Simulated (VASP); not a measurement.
CsPbCl3 (cubic perovskite), at 1.04 of the tabulated volume:

```xyz
5
Lattice="5.6838 0.0000 0.0000 0.0000 5.6838 0.0000 0.0000 0.0000 5.6838" Properties=species:S:1:pos:R:3 pbc="T T T"
Cs     0.0000     0.0000     0.0000
Pb     2.8419     2.8419     2.8419
Cl     2.8419     0.0000     2.8419
Cl     0.0000     2.8419     2.8419
Cl     2.8419     2.8419     0.0000
```

The lowest empty band near R, direction [111], from PBE with spin-orbit coupling in VASP (PAW); its two spin partners are averaged. The gap over the points computed is 1.04 eV, and the next band on that side lies 1.50 eV away at the edge.

Settings: 400 eV cut-off, 5×5×5 Γ-centred mesh, Gaussian smearing of 0.050 eV, potentials Cs_sv Pb_d Cl.

| distance from the edge in k (1/Å) | distance in energy (meV) |
|---|---|
| 0.018 | 6.5 |
| 0.025 | 12.5 |
| 0.035 | 24.3 |
| 0.050 | 48.6 |
| 0.070 | 92.1 |

Question: Fit E(1 + αE) = ħ²k²/2m* (ħ²/2m0 = 3.810 eV Å²) and predict the row at 0.095 1/Å.

Answer: Least squares on the energies gives the electron mass m* = 0.188 m0 and α = 0.82 per eV, and so 161.1 meV. The run gave 161.5 meV, +0.4 meV from the fit.

Left out are points under 3 meV from the edge, since the levels carry 0.1 meV, and points farther than half the way to the next band.

The compound is CsPbCl3 in the cubic perovskite structure, the ideal cubic form; the compound distorts at low or room temperature. The cell was not relaxed at this level.
